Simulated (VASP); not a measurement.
Given:

```
CELL_PARAMETERS angstrom
      4.96000     0.00000     0.00000
      0.00000     4.96000     0.00000
      0.00000     0.00000     3.39000
ATOMIC_POSITIONS crystal
  Pb 0.00000 0.00000 0.00000
  Pb 0.50000 0.50000 0.50000
  O  0.30700 0.30700 0.00000
  O  0.80700 0.19300 0.50000
  O  0.19300 0.80700 0.50000
  O  0.69300 0.69300 0.00000
```

These are LDA (Ceperley-Alder, Perdew-Zunger), VASP's LDA PAW potentials (set 64) (plane waves; VASP) values and carry that method's errors. Settings: 400 eV cut-off, 5×5×7 Γ-centred mesh, Fermi-Dirac smearing of 0.10 eV, potentials Pb_d O.

Task: Give the energies of bands 15 to 28 at the high-symmetry points, in eV from the Fermi level.

Result: 
| band | Γ | X | M | Z | R | A |
|---|---|---|---|---|---|---|
| 15 | -8.20 | -6.60 | -5.61 | -7.58 | -7.21 | -8.10 |
| 16 | -3.49 | -6.60 | -5.61 | -7.58 | -7.21 | -8.10 |
| 17 | -3.45 | -2.69 | -3.34 | -3.52 | -4.84 | -4.12 |
| 18 | -3.45 | -2.69 | -3.34 | -3.52 | -4.84 | -4.12 |
| 19 | -2.18 | -2.51 | -2.69 | -2.96 | -3.59 | -2.06 |
| 20 | -1.84 | -2.51 | -2.69 | -2.96 | -3.59 | -2.06 |
| 21 | -1.80 | -1.40 | -1.69 | -2.10 | -1.13 | -1.89 |
| 22 | -0.65 | -1.40 | -1.69 | -2.10 | -1.13 | -1.89 |
| 23 | -0.64 | -0.68 | -0.69 | -1.19 | -0.84 | -0.71 |
| 24 | -0.64 | -0.68 | -0.69 | -1.19 | -0.84 | -0.71 |
| 25 | -0.63 | -0.41 | -0.51 | -0.82 | -0.22 | -0.56 |
| 26 | -0.63 | -0.41 | -0.51 | -0.82 | -0.22 | -0.56 |
| 27 | 0.07 | 2.49 | 2.90 | 3.80 | 4.12 | 2.84 |
| 28 | 4.29 | 2.49 | 2.90 | 3.80 | 4.12 | 2.84 |

It has no gap at this level: it comes out as a metal or semimetal.

The structure is a typed PbO2 crystal. The cell was not relaxed at this level.
